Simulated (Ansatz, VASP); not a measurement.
# Two plane-wave programs on Sr3SnTe

```xyz
5
Lattice="6.7003 0.0000 0.0000 0.0000 6.7003 0.0000 0.0000 0.0000 6.7003" Properties=species:S:1:pos:R:3 pbc="T T T"
Sn    0.0000    0.0000    0.0000
Te    3.3502    3.3502    3.3502
Sr    3.3502    3.3502    0.0000
Sr    3.3502    0.0000    3.3502
Sr    0.0000    3.3502    3.3502
```

The cell comes from a database or a generator and needn't be the stable form of this composition.

Alike in both runs: task single point; functional PBEsol; k mesh 4 × 4 × 4; occupations gaussian, width 0.05 eV; no spin polarisation.

```csv
,VASP,Ansatz
version,VASP 6.6.1,Ansatz 0.2.0
potentials or method,"VASP PAW PBE potentials, release 64 (Sn_d, Te, Sr_sv)","scalar-relativistic, plane waves, PAW"
plane-wave cutoff (eV),520,420
valence electrons in the cell,50,60
```

```tsv
	VASP	Ansatz	Ansatz less VASP
gap on the k mesh at the Fermi level (eV)	none	none	-
pressure (GPa)	-4.0	-4.1	-0.03
```

A gap of «none» marks a metal or a gap that the smearing closes. The two sets of potentials don't hold the same shells in valence.

Caveats: the PAW data sets were made with another functional, which shifts forces and pressure a little (VASP). Spin-orbit coupling is left out, which matters for the levels of Te.
